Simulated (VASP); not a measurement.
Input of a VASP 6.6.1 run:

INCAR

```
  ALGO = Normal
  EDIFF = 1E-7
  ENCUT = 520
  GGA = CA
  IBRION = 6
  ISIF = 2
  ISMEAR = 1
  KPAR = 4
  LASPH = T
  LCHARG = F
  LPHON_DISPERSION = T
  LREAL = Auto
  LWAVE = F
  NELM = 80
  NFREE = 2
  NSW = 1
  PHON_NWRITE = -3
  POTIM = 0.015
  PREC = Accurate
  SIGMA = 0.1
```

The input KPOINTS:

```
k-points
0
Gamma
  4 4 4
```

File POSCAR:

```
Cu
1.0
    0.0000000000      5.4225000000      5.4225000000
    5.4225000000      0.0000000000      5.4225000000
    5.4225000000      5.4225000000      0.0000000000
Cu
27
Direct
    0.0000000000      0.0000000000      0.0000000000
    0.0000000000      0.0000000000      0.3333333333
    0.0000000000      0.0000000000      0.6666666667
    0.0000000000      0.3333333333      0.0000000000
    0.0000000000      0.3333333333      0.3333333333
    0.0000000000      0.3333333333      0.6666666667
    0.0000000000      0.6666666667      0.0000000000
    0.0000000000      0.6666666667      0.3333333333
    0.0000000000      0.6666666667      0.6666666667
    0.3333333333      0.0000000000      0.0000000000
    0.3333333333      0.0000000000      0.3333333333
    0.3333333333      0.0000000000      0.6666666667
    0.3333333333      0.3333333333      0.0000000000
    0.3333333333      0.3333333333      0.3333333333
    0.3333333333      0.3333333333      0.6666666667
    0.3333333333      0.6666666667      0.0000000000
    0.3333333333      0.6666666667      0.3333333333
    0.3333333333      0.6666666667      0.6666666667
    0.6666666667      0.0000000000      0.0000000000
    0.6666666667      0.0000000000      0.3333333333
    0.6666666667      0.0000000000      0.6666666667
    0.6666666667      0.3333333333      0.0000000000
    0.6666666667      0.3333333333      0.3333333333
    0.6666666667      0.3333333333      0.6666666667
    0.6666666667      0.6666666667      0.0000000000
    0.6666666667      0.6666666667      0.3333333333
    0.6666666667      0.6666666667      0.6666666667
```

Contents of QPOINTS:

```
path GXWKGLUWLK,UX
8
line-mode
reciprocal
 0.0000000000  0.0000000000  0.0000000000  G
 0.5000000000  0.0000000000  0.5000000000  X

 0.5000000000  0.0000000000  0.5000000000  X
 0.5000000000  0.2500000000  0.7500000000  W

 0.5000000000  0.2500000000  0.7500000000  W
 0.3750000000  0.3750000000  0.7500000000  K

 0.3750000000  0.3750000000  0.7500000000  K
 0.0000000000  0.0000000000  0.0000000000  G

 0.0000000000  0.0000000000  0.0000000000  G
 0.5000000000  0.5000000000  0.5000000000  L

 0.5000000000  0.5000000000  0.5000000000  L
 0.6250000000  0.2500000000  0.6250000000  U

 0.6250000000  0.2500000000  0.6250000000  U
 0.5000000000  0.2500000000  0.7500000000  W

 0.5000000000  0.2500000000  0.7500000000  W
 0.5000000000  0.5000000000  0.5000000000  L

 0.5000000000  0.5000000000  0.5000000000  L
 0.3750000000  0.3750000000  0.7500000000  K

 0.6250000000  0.2500000000  0.6250000000  U
 0.5000000000  0.0000000000  0.5000000000  X
```

Potentials or basis: VASP PAW LDA potentials, release 64 (Cu).

Launch:

```bash
$ cat potpaw_LDA.64/Cu/POTCAR > POTCAR
$ mpirun -np 4 vasp_std > vasp.out
```

**Question.** Estimate the highest phonon frequency.

**Answer.** 224 cm⁻¹.

Phonon frequencies at the corners of the path (cm⁻¹, interpolated; i marks imaginary ones):
```
point  frequencies
    Γ        0 0 0
    X  159 159 224
    W  154 187 187
    K  142 180 202
    L  102 102 224
    U  142 180 202
```
